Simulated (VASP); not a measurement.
A VASP calculation is set up with these files.

File KPOINTS:
```
Automatic mesh
0
Gamma
6 6 6
0 0 0
```

**POSCAR**
```
Zn2SeS
1.0
  1.9755791536   1.1406010648   6.4522764701
 -1.9755791536   1.1406010648   6.4522764701
  0.0000000000  -2.2812021295   6.4522764701
Zn Se S
2 1 1
Cartesian
 -0.0000000000   0.0000000000   0.0733668433
 -0.0000000000   0.0000000000   9.6077405130
  0.0000000000   0.0000000001  12.0869727068
 -0.0000000000   0.0000000000   2.4274534223
```

INCAR:
```
! general
SYSTEM  = Zn2SeS
PREC    = Accurate
ENCUT   = 400   ! plane-wave cut-off (eV)
LREAL   = .FALSE.
LASPH   = .TRUE.   ! aspherical one-centre terms

! electronic loop
EDIFF   = 1E-6   ! SCF stop (eV)
NELM    = 100   ! most electronic steps
ALGO    = Normal
LMAXMIX = 4   ! l cut-off of mixed one-centre charges

! smearing
ISMEAR  = 0   ! Gaussian
SIGMA   = 0.05   ! width (eV)

! functional
GGA     = PE   ! PBE

! output
LWAVE   = .FALSE.
LCHARG  = .TRUE.
```

POTCAR, in this order: Zn Se S (PBE.64 set). Program: vasp_std.

Translate this PBE calculation to Quantum ESPRESSO's pw.x.

One equivalent input (not run):
```
&CONTROL
  calculation = 'scf'
  pseudo_dir = './pseudo'
  outdir = './out'
  tprnfor = .true.
  tstress = .true.
/
&SYSTEM
  ibrav = 0
  nat = 4
  ntyp = 3
  ecutwfc = 86
  occupations = 'smearing'
  smearing = 'gaussian'
  degauss = 0.003675
  input_dft = 'pbe'
/
&ELECTRONS
  conv_thr = 7.3e-08
  electron_maxstep = 100
/
ATOMIC_SPECIES
  Zn 65.380 Zn.upf
  Se 78.971 Se.upf
  S 32.060 S.upf
CELL_PARAMETERS angstrom
     1.9755792    1.1406011    6.4522765
    -1.9755792    1.1406011    6.4522765
     0.0000000   -2.2812021    6.4522765
ATOMIC_POSITIONS crystal
  Zn   0.0037902  0.0037902  0.0037902
  Zn   0.4963489  0.4963489  0.4963489
  Se   0.6244294  0.6244294  0.6244294
  S    0.1254055  0.1254055  0.1254055
K_POINTS automatic
  6 6 6 0 0 0
```
Limits of the translation: the potentials are each code's own (VASP's PAW set, PseudoDojo norm-conserving files in pw.x), so ENCUT and ecutwfc are chosen apart and not converted; conv_thr bounds pw.x's estimated SCF error, while EDIFF bounds the energy change between steps.

The structure comes from a computed database's Zn2SeS entry (R3m); how it stands against other phases isn't given here. It was relaxed first.
